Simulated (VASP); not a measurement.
Consider the following.

```xyz
2
Lattice="0.0000 2.9396 2.9396 2.9396 0.0000 2.9396 2.9396 2.9396 0.0000" Properties=species:S:1:pos:R:3 pbc="T T T"
Ag     0.0000     0.0000     0.0000
Cl     2.9396     2.9396     2.9396
```

Computed with vdW-DF2, VASP's PBE PAW potentials (set 64) (plane waves; VASP). Numerical set-up: 520 eV cut-off, 8×8×8 Γ-centred mesh, Gaussian smearing of 0.050 eV, potentials Ag Cl.

Task: Give the stress tensor in GPa (positive for a compressed cell).

Result: 
```
-1.96   0.00   0.00
 0.00  -1.96   0.00
 0.00   0.00  -1.96
```
The pressure is its mean diagonal, -1.96 GPa.

The compound is AgCl in the rock salt structure. This cell is one point of a volume scan, at 1.06 of the reference volume.
